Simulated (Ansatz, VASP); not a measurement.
# Al2O3 (Al2O3 (R-3c)): VASP beside Ansatz

Aim: how closely do two programs agree when they are given the same cell, functional and k mesh? The cell is taken from a series of runs on this material, whose earlier steps may have relaxed, scaled, displaced or heated it; both programs get it as it stands.

Program: Ansatz 0.2.0. Level of theory: plane waves, with VASP 6.6.1 beside it; single point at HSE06. Results are calculated unless marked as measured.

**1. The starting structure**

It takes space group R-3c (No. 167, trigonal). The conventional cell has a = 4.809 Å, b = 4.809 Å, c = 13.125 Å, α = 90.00°, β = 90.00°, γ = 120.00°. Nearest to Al lie 6 O at 1.88 to 1.99 Å. Nearest to O lie 4 Al at 1.88 to 1.99 Å. Farther neighbours and most contacts between anions are not listed.

**2. VASP: single point, HSE06**

With cell and atoms fixed, the geometry can't cause a difference; cores, projectors, grids and the points listed under the comparison can.

Lines of VASP's logs that name or quote its potential files are left out, and so is its time.

The run reads the wave functions of an earlier VASP run, which isn't shown here.

INCAR

```
SYSTEM = Al2O3
PREC = Accurate
ENCUT = 520
EDIFF = 1E-06
NELM = 100
ISMEAR = 0
SIGMA = 0.01
LREAL = Auto
ALGO = Normal
LHFCALC = .TRUE.
AEXX = 0.25
GGA = PE
HFSCREEN = 0.208
LASPH = .TRUE.
NBANDS = 93
PRECFOCK = Fast
LORBIT = 11
LWAVE = .FALSE.
LCHARG = .FALSE.
ISIF = 2
```

POSCAR

```
Al2O3
1.0
    4.8085600700      0.0000000000      0.0000000000
   -2.4042800350      4.1643351750      0.0000000000
    0.0000000000      0.0000000000     13.1248717600
Al O
12 18
Direct
    0.0000000000      0.0000000000      0.6480000000
    0.3333300000      0.6666700000      0.3146600000
    0.6666700000      0.3333300000      0.9813300000
    0.0000000000      0.0000000000      0.8520000000
    0.3333300000      0.6666700000      0.5186700000
    0.6666700000      0.3333300000      0.1853400000
    0.0000000000      0.0000000000      0.1480000000
    0.3333300000      0.6666700000      0.8146600000
    0.6666700000      0.3333300000      0.4813300000
    0.0000000000      0.0000000000      0.3520000000
    0.3333300000      0.6666700000      0.0186700000
    0.6666700000      0.3333300000      0.6853400000
    0.0275200000      0.6666700000      0.4166700000
    0.3608500000      0.3333300000      0.0833300000
    0.6941900000      0.0000000000      0.7500000000
    0.0275200000      0.3608500000      0.9166700000
    0.3608500000      0.0275200000      0.5833300000
    0.6941900000      0.6941900000      0.2500000000
    0.3058100000      0.3058100000      0.7500000000
    0.6391500000      0.9724800000      0.4166700000
    0.9724800000      0.6391500000      0.0833300000
    0.0000000000      0.6941900000      0.7500000000
    0.3333300000      0.3608500000      0.4166700000
    0.6666700000      0.0275200000      0.0833300000
    0.0000000000      0.3058100000      0.2500000000
    0.3333300000      0.9724800000      0.9166700000
    0.6666700000      0.6391500000      0.5833300000
    0.3058100000      0.0000000000      0.2500000000
    0.6391500000      0.6666700000      0.9166700000
    0.9724800000      0.3333300000      0.5833300000
```

KPOINTS

```
Automatic mesh
0
Gamma
2 2 1
0 0 0
```

PAW data sets: Al and O (PBE family, release 64).

The run is started by

```bash
> export OMP_NUM_THREADS=3
> mpirun -np 1 vasp_std
```

Numbers of over 12 decimals in the logs are rounded to 6 here.

Output:

```text
[banner, memory and clock lines left out]
running    1 mpi-ranks, on    1 nodes
 distrk:  each k-point on    1 cores,    1 groups
 distr:  one band on    1 cores,    1 groups
 Offloading initialized ...    1 GPUs detected
 POSCAR found type information on POSCAR AlO
 POSCAR found :  2 types and      30 ions
 LDA part: xc-table for (Slater+PW92), standard interpolation
 found WAVECAR, reading the header
 POSCAR, INCAR and KPOINTS ok, starting setup
 FFT: planning ... GRIDC
 FFT: planning ... GRID_SOFT
 FFT: planning ... GRID
 reading WAVECAR
 the WAVECAR file was read successfully
 initial charge from wavefunction
 entering main loop
       N       E                     dE             d eps       ncg     rms          rms(c)
DAV:   1    -0.270551839148E+03   -0.27055E+03   -0.64893E+00   692   0.865E+00    0.227E+01
DAV:   2    -0.270601986030E+03   -0.50147E-01   -0.21165E-01   716   0.157E+00    0.175E+01
DAV:   3    -0.270590687068E+03    0.11299E-01   -0.11179E-02   660   0.343E-01    0.113E+01
DAV:   4    -0.270587292954E+03    0.33941E-02   -0.21624E-03   660   0.154E-01    0.684E+00
DAV:   5    -0.270586137385E+03    0.11556E-02   -0.36664E-04   660   0.785E-02    0.406E+00
DAV:   6    -0.270585735415E+03    0.40197E-03   -0.14068E-04   652   0.543E-02    0.238E+00
DAV:   7    -0.270585608741E+03    0.12667E-03   -0.47897E-05   660   0.310E-02    0.138E+00
DAV:   8    -0.270585567553E+03    0.41188E-04   -0.15712E-05   655   0.166E-02    0.800E-01
DAV:   9    -0.270585554407E+03    0.13147E-04   -0.56545E-06   615   0.963E-03    0.461E-01
DAV:  10    -0.270585550606E+03    0.38008E-05   -0.19219E-06   439   0.617E-03    0.269E-01
DAV:  11    -0.270585550218E+03    0.38771E-06   -0.81236E-07   423   0.428E-03
   1 F= -.27058555E+03 E0= -.27058555E+03  d E =-.432654E-24
```

From OUTCAR (step 2):

```text
ion  position               nearest neighbor table
   1  0.000  0.000  0.648-  27 1.88  30 1.88  17 1.88  19 1.99  22 1.99  15 1.99   4 2.68  12 2.82
                            12 2.82  12 2.82   5 3.25   5 3.25   5 3.25
   2  0.333  0.667  0.315-  28 1.88  25 1.88  18 1.88  13 1.99  20 1.99  23 1.99   5 2.68  10 2.82
                            10 2.82  10 2.82   6 3.25   6 3.25   6 3.25
   3  0.667  0.333  0.981-  16 1.88  26 1.88  29 1.88  24 1.99  21 1.99  14 1.99   6 2.68  11 2.82
                            11 2.82  11 2.82   4 3.25   4 3.25   4 3.25
   4  0.000  0.000  0.852-  16 1.88  29 1.88  26 1.88  19 1.99  22 1.99  15 1.99   1 2.68   8 2.82
                             8 2.82   8 2.82   3 3.25   3 3.25   3 3.25
   5  0.333  0.667  0.519-  17 1.88  30 1.88  27 1.88  13 1.99  20 1.99  23 1.99   2 2.68   9 2.82
                             9 2.82   9 2.82   1 3.25   1 3.25   1 3.25
   6  0.667  0.333  0.185-  25 1.88  28 1.88  18 1.88  24 1.99  21 1.99  14 1.99   3 2.68   7 2.82
                             7 2.82   7 2.82   2 3.25   2 3.25   2 3.25
   7  0.000  0.000  0.148-  21 1.88  14 1.88  24 1.88  18 1.99  25 1.99  28 1.99  10 2.68   6 2.82
                             6 2.82   6 2.82  11 3.25  11 3.25  11 3.25
   8  0.333  0.667  0.815-  22 1.88  15 1.88  19 1.88  26 1.99  16 1.99  29 1.99  11 2.68   4 2.82
                             4 2.82   4 2.82  12 3.25  12 3.25  12 3.25
   9  0.667  0.333  0.481-  20 1.88  13 1.88  23 1.88  30 1.99  17 1.99  27 1.99  12 2.68   5 2.82
                             5 2.82   5 2.82  10 3.25  10 3.25  10 3.25
  10  0.000  0.000  0.352-  23 1.88  13 1.88  20 1.88  18 1.99  25 1.99  28 1.99   7 2.68   2 2.82
                             2 2.82   2 2.82   9 3.25   9 3.25   9 3.25
  11  0.333  0.667  0.019-  21 1.88  24 1.88  14 1.88  26 1.99  16 1.99  29 1.99   8 2.68   3 2.82
                             3 2.82   3 2.82   7 3.25   7 3.25   7 3.25
  12  0.667  0.333  0.685-  15 1.88  22 1.88  19 1.88  30 1.99  17 1.99  27 1.99   9 2.68   1 2.82
                             1 2.82   1 2.82   8 3.25   8 3.25   8 3.25
  13  0.028  0.667  0.417-   9 1.88  10 1.88   5 1.99   2 1.99
  14  0.361  0.333  0.083-  11 1.88   7 1.88   3 1.99   6 1.99
  15  0.694  0.000  0.750-  12 1.88   8 1.88   1 1.99   4 1.99
  16  0.028  0.361  0.917-   3 1.88   4 1.88  11 1.99   8 1.99
  17  0.361  0.028  0.583-   5 1.88   1 1.88   9 1.99  12 1.99
  18  0.694  0.694  0.250-   6 1.88   2 1.88   7 1.99  10 1.99
  19  0.306  0.306  0.750-   8 1.88  12 1.88   1 1.99   4 1.99
  20  0.639  0.972  0.417-   9 1.88  10 1.88   5 1.99   2 1.99
  21  0.972  0.639  0.083-  11 1.88   7 1.88   3 1.99   6 1.99
  22  0.000  0.694  0.750-   8 1.88  12 1.88   1 1.99   4 1.99
  23  0.333  0.361  0.417-   9 1.88  10 1.88   5 1.99   2 1.99
  24  0.667  0.028  0.083-  11 1.88   7 1.88   3 1.99   6 1.99
  25  0.000  0.306  0.250-   6 1.88   2 1.88   7 1.99  10 1.99
  26  0.333  0.972  0.917-   3 1.88   4 1.88  11 1.99   8 1.99
  27  0.667  0.639  0.583-   5 1.88   1 1.88   9 1.99  12 1.99
  28  0.306  0.000  0.250-   2 1.88   6 1.88   7 1.99  10 1.99
  29  0.639  0.667  0.917-   3 1.88   4 1.88  11 1.99   8 1.99
  30  0.972  0.333  0.583-   5 1.88   1 1.88   9 1.99  12 1.99

  LATTYP: Found a hexagonal cell.
 ALAT       =     4.8085600700
 C/A-ratio  =     2.7294806697

 Subroutine GETGRP returns: Found  4 space group operations
 (whereof  2 operations were pure point group operations)

The static configuration has the point symmetry S_2 .
 The point group associated with its full space group is C_2h.

 Found      3 irreducible k-points:

   k-points           NKPTS =      3   k-points in BZ     NKDIM =      4   number of bands    NBANDS=     93

   dimension x,y,z NGX =    36 NGY =   36 NGZ =   98
   dimension x,y,z NGXF=    72 NGYF=   72 NGZF=  196

   ENCUT  =  520.0 eV  38.22 Ry    6.18 a.u.   8.94  8.94 24.40*2*pi/ulx,y,z

   NELECT =     144.0000    total number of electrons

 k-points in reciprocal lattice and weights: Automatic mesh
   0.00000000  0.00000000  0.00000000       0.250
   0.50000000  0.00000000  0.00000000       0.500
   0.50000000  0.50000000  0.00000000       0.250

  exchange ACFDT corr.  =         0.00000000  see jH, gK, PRB 81, 115126

 average (electrostatic) potential at core
       1 -68.0780       2 -68.0784       3 -68.0774       4 -68.0780       5 -68.0774
       6 -68.0784       7 -68.0780       8 -68.0784       9 -68.0774      10 -68.0780
      11 -68.0774      12 -68.0784      13 -61.2329      14 -61.2326      15 -61.2339
      16 -61.2328      17 -61.2328      18 -61.2337      19 -61.2337      20 -61.2328
      21 -61.2328      22 -61.2339      23 -61.2326      24 -61.2329      25 -61.2339
      26 -61.2329      27 -61.2326      28 -61.2339      29 -61.2326      30 -61.2329

 E-fermi :   4.5959

 k-point     1 :       0.0000    0.0000    0.0000
  band No.  band energies     occupation
    ...
     68       4.3223      2.00000
     69       4.3224      2.00000
     70       4.4802      2.00000
     71       4.4802      2.00000
     72       4.5255      2.00000
     73      12.2088      0.00000
     74      13.8074      0.00000
     75      13.8081      0.00000
     76      15.3106      0.00000
     77      15.3112      0.00000
    ...

 k-point     2 :       0.5000    0.0000    0.0000
  band No.  band energies     occupation
    ...
     68       4.0917      2.00000
     69       4.0918      2.00000
     70       4.1889      2.00000
     71       4.1891      2.00000
     72       4.2385      2.00000
     73      15.4184      0.00000
     74      15.4185      0.00000
     75      15.6046      0.00000
     76      15.6048      0.00000
     77      15.8916      0.00000
    ...

 k-point     3 :       0.5000    0.5000    0.0000
  band No.  band energies     occupation
    ...
     68       4.0917      2.00000
     69       4.0918      2.00000
     70       4.1889      2.00000
     71       4.1891      2.00000
     72       4.2385      2.00000
     73      15.4184      0.00000
     74      15.4185      0.00000
     75      15.6046      0.00000
     76      15.6049      0.00000
     77      15.8917      0.00000
    ...

  Total      -14.0377076    -14.0381429    -13.1845394     -0.0003770      0.0000128     -0.0000222
  in kB      -85.5758028    -85.5784566    -80.3747719     -0.0022983      0.0000782     -0.0001354
  external PRESSURE =     -83.8430104 kB  Pullay stress =       0.0000000 kB

  energy-cutoff  :      520.00
  volume of cell :      262.82
      direct lattice vectors                 reciprocal lattice vectors
     4.808560070  0.000000000  0.000000000     0.207962464  0.120067185 -0.000000000
    -2.404280035  4.164335175  0.000000000     0.000000000  0.240134369  0.000000000
     0.000000000  0.000000000 13.124871760     0.000000000 -0.000000000  0.076191221

 POSITION                                       TOTAL-FORCE (eV/Angst)
 -----------------------------------------------------------------------------------
      0.00000      0.00000      8.50492         0.000070     -0.000076     -0.008000
     -0.00002      2.77624      4.12987         0.000565     -0.000320     -0.006116
      2.40430      1.38810     12.87983        -0.000634      0.000411     -0.003888
      0.00000      0.00000     11.18239        -0.000101      0.000023      0.008000
     -0.00002      2.77624      6.80748         0.000672     -0.000343      0.003888
      2.40430      1.38810      2.43256        -0.000560      0.000329      0.006116
      0.00000      0.00000      1.94248         0.000101     -0.000023     -0.008000
     -0.00002      2.77624     10.69231         0.000560     -0.000329     -0.006116
      2.40430      1.38810      6.31739        -0.000672      0.000343     -0.003888
      0.00000      0.00000      4.61995        -0.000070      0.000076      0.008000
     -0.00002      2.77624      0.24504         0.000634     -0.000411      0.003888
      2.40430      1.38810      8.99500        -0.000565      0.000320      0.006116
     -1.47053      2.77624      5.46874        -0.009819     -0.000036      0.002189
      0.93375      1.38810      1.09370        -0.009916      0.000061     -0.002226
      3.33805      0.00000      9.84365        -0.008630      0.000015      0.000019
     -0.73525      1.50270     12.03118        -0.004999     -0.008548      0.002173
      1.66900      0.11460      7.65613        -0.004903     -0.008604     -0.002173
      1.66903      2.89084      3.28122        -0.004308     -0.007462     -0.000000
      0.73525      1.27350      9.84365         0.004308      0.007462     -0.000000
      0.73528      4.04973      5.46874         0.004903      0.008604      0.002173
      3.13953      2.66163      1.09370         0.004999      0.008548     -0.002173
     -1.66903      2.89084      9.84365         0.004328     -0.007466     -0.000019
      0.73525      1.50270      5.46874         0.005011     -0.008557      0.002226
      3.13956      0.11460      1.09370         0.004879     -0.008522     -0.002189
     -0.73525      1.27350      3.28122        -0.004328      0.007466      0.000019
     -0.73528      4.04973     12.03118        -0.004879      0.008522      0.002189
      1.66903      2.66163      7.65613        -0.005011      0.008557     -0.002226
      1.47051      0.00000      3.28122         0.008630     -0.000015     -0.000019
      1.47053      2.77624     12.03118         0.009916     -0.000061      0.002226
      3.87481      1.38810      7.65613         0.009819      0.000036     -0.002189
 -----------------------------------------------------------------------------------
    total drift:                               -0.000004      0.000007     -0.000007

  FREE ENERGIE OF THE ION-ELECTRON SYSTEM (eV)
  ---------------------------------------------------
  free  energy   TOTEN  =      -270.5855502181 eV

  energy  without entropy=     -270.5855502181  energy(sigma->0) =     -270.58555022

 total charge
# of ion       s       p       d       tot
------------------------------------------
    1        0.341   0.393   0.000   0.734
    2        0.341   0.393   0.000   0.734
    3        0.341   0.393   0.000   0.734
    4        0.341   0.393   0.000   0.734
    5        0.341   0.393   0.000   0.734
    6        0.341   0.393   0.000   0.734
    7        0.341   0.393   0.000   0.734
    8        0.341   0.393   0.000   0.734
    9        0.341   0.393   0.000   0.734
   10        0.341   0.393   0.000   0.734
   11        0.341   0.393   0.000   0.734
   12        0.341   0.393   0.000   0.734
   13        1.550   3.650   0.000   5.200
   14        1.550   3.650   0.000   5.200
   15        1.550   3.650   0.000   5.200
   16        1.550   3.650   0.000   5.200
   17        1.550   3.650   0.000   5.200
   18        1.550   3.650   0.000   5.200
   19        1.550   3.650   0.000   5.200
   20        1.550   3.650   0.000   5.200
   21        1.550   3.650   0.000   5.200
   22        1.550   3.650   0.000   5.200
   23        1.550   3.650   0.000   5.200
   24        1.550   3.650   0.000   5.200
   25        1.550   3.650   0.000   5.200
   26        1.550   3.650   0.000   5.200
   27        1.550   3.650   0.000   5.200
   28        1.550   3.650   0.000   5.200
   29        1.550   3.650   0.000   5.200
   30        1.550   3.650   0.000   5.200
--------------------------------------------------
tot         32.004  70.415   0.000 102.418
```

The run ends at a pressure of -8.38 GPa, with forces up to 0.010 eV/Å.

[end of part 1 of 2]

[Lines on the potential files, build, host, timing and source positions are cut from VASP's logs without a mark.]

[Logs are printed without paths, hosts, clocks, repeated set-up lines and the standing remarks that a program may print on its own settings, such as how far it seeks lower states.]

[Hosts, paths, dates, database ids (printed as entryN), source tags and the programs' standing remarks are cut or masked in the printed files.]
